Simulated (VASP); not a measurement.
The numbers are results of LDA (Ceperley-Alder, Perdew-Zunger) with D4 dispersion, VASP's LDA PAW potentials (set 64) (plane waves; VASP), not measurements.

Input for VASP

**POSCAR**
```
SnTe
6.3518780
  1.0000000000   0.0000000000   0.0000000000
  0.0000000000   1.4142135601   0.0000000000
  0.0000000000   0.0000000000   3.2680256138
Sn Te
8 8
Cart
  0.0000000000   0.8838834751   1.4566864691
  0.5000000000   0.5303300851   1.1020370614
  0.5000000000   1.2374368651   1.1020370614
  0.0000000000   0.1767766950   1.4566864691
  0.0000000000   0.1767766950   2.1659885524
  0.5000000000   1.2374368651   1.8113391448
  0.5000000000   0.5303300851   1.8113391448
  0.0000000000   0.8838834751   2.1659885524
  0.0000000000   1.2374368651   1.1020370614
  0.5000000000   0.1767766950   1.4566864691
  0.5000000000   0.8838834751   1.4566864691
  0.0000000000   0.5303300851   1.1020370614
  0.0000000000   0.5303300851   1.8113391448
  0.5000000000   0.8838834751   2.1659885524
  0.5000000000   0.1767766950   2.1659885524
  0.0000000000   1.2374368651   1.8113391448
```

INCAR:
```
SYSTEM = SnTe
PREC = Accurate
ENCUT = 300
EDIFF = 1E-6
NELM = 100
ALGO = Normal
LREAL = Auto
LASPH = .TRUE.
ISMEAR = -1
SIGMA = 0.05
LMAXMIX = 4
LWAVE = .FALSE.
LCHARG = .FALSE.
ISIF = 2
IVDW = 13
LDIPOL = .TRUE.
IDIPOL = 3
DIPOL = 0.5 0.5 0.5
```

**KPOINTS**
```
Regular mesh
0
Gamma
 3 2 1
```

POTCAR, in this order: Sn_d Te (LDA.64 set). Program: vasp_std.

The run wrote:

stdout:
```
 POSCAR found type information on POSCAR SnTe
 POSCAR found :  2 types and      16 ions
 Reading from existing POTCAR
 Reading from existing POTCAR

 -----------------------------------------------------------------------------
|                                                                             |
|     EEEEEEE  RRRRRR   RRRRRR   OOOOOOO  RRRRRR      ###     ###     ###     |
|     E        R     R  R     R  O     O  R     R     ###     ###     ###     |
|     E        R     R  R     R  O     O  R     R     ###     ###     ###     |
|     EEEEE    RRRRRR   RRRRRR   O     O  RRRRRR       #       #       #      |
|     E        R   R    R   R    O     O  R   R                               |
|     E        R    R   R    R   O     O  R    R      ###     ###     ###     |
|     EEEEEEE  R     R  R     R  OOOOOOO  R     R     ###     ###     ###     |
|                                                                             |
|     The xc functional is not supported. VDW_S6, VDW_S8, VDW_A1 and          |
|     VDW_A2 have to be defined in INCAR.                                     |
|                                                                             |
|       ---->  I REFUSE TO CONTINUE WITH THIS SICK JOB ... BYE!!! <----       |
|                                                                             |
 -----------------------------------------------------------------------------
```

VASP stops with an error: The xc functional is not supported. VDW_S6, VDW_S8, VDW_A1 and VDW_A2 have to be defined in INCAR. ----> I REFUSE TO CONTINUE WITH THIS SICK JOB ... BYE!!! <----

The cell holds a wide vacuum, so values per volume refer to the whole cell.

The cell is a sheet with vacuum, built from a database entry that may be metastable or hypothetical.
